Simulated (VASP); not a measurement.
A convergence study with VASP on GaAs (zinc blende): one setting is varied, all else stays as given below, so the limit is that of these other settings.

```
GaAs
1.0
    0.00000     2.82500     2.82500
    2.82500     0.00000     2.82500
    2.82500     2.82500     0.00000
Ga As
1 1
Cartesian
  0.00000   0.00000   0.00000
  1.41250   1.41250   1.41250
```

All values below come from PBE GGA, VASP's PBE PAW potentials (set 64) (plane waves; VASP 6.6.1). The tightest run used: 550 eV cut-off, 13×13×13 Monkhorst-Pack mesh, Gaussian smearing of 0.050 eV, potentials Ga_d As.

```tsv
setting	E (eV/atom)	pressure (GPa)	irreducible k-points
1×1×1 mesh	4.8214	48.52	1
2×2×2 mesh	-4.0451	3.95	2
3×3×3 mesh	-3.8324	4.84	4
```

**Question.** These are the cheaper rows. Estimate the results at 13×13×13 mesh, and how far the last row shown lies from them.

**Answer.** 
```csv
quantity,tightest run,last row shown is off by
E (eV/atom),-4.1250,0.2925
pressure (GPa),3.64,1.20
```

Left out are rungs that failed or repeat a setting and relaxations that didn't move; long series are thinned to 24 rows.

The compound is GaAs in the zinc blende structure. The cell was not relaxed at this level.
